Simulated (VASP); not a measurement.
Data:

```
CELL_PARAMETERS angstrom
     -1.62869     1.56144     3.80756
      1.62869    -1.56144     3.80756
      1.62869     1.56144    -3.80756
ATOMIC_POSITIONS crystal
  Si 0.66500 0.66500 0.00000
  Si 0.33500 0.33500 0.00000
  Mo 0.00000 0.01102 0.01102
```

Level of theory: PBE GGA + U (Dudarev), VASP's PBE PAW potentials (set 64) (plane waves; VASP). Numerical set-up: 400 eV cut-off, 12×12×12 Γ-centred mesh, first-order Methfessel-Paxton smearing of 0.10 eV, potentials Si Mo_sv, U − J: Mo 5.00 eV.

What does the run give for the energy per atom (σ→0), pressure, largest force, band gap (on the k-mesh) with the smallest direct gap where there is one?

```json
{
 "band gap (on the k-mesh)": "none (metal, semimetal or under 0.01 eV)",
 "energy per atom (σ→0)": "-5.718 eV/atom",
 "pressure": "15.50 GPa",
 "largest_force": "0.402 eV/Å"
}
```

Only differences to runs with the same potentials and settings are physical.

The compound is MoSi2 in the MoSi2 type structure. The cell was not relaxed at this level. The run is one of a series of settings (LDAU = .TRUE., LDAUJ = 0 0, LDAUL = -1 2, LDAUTYPE = 2, LDAUU = 0 5.0 against the base run), some of them coarse on purpose.
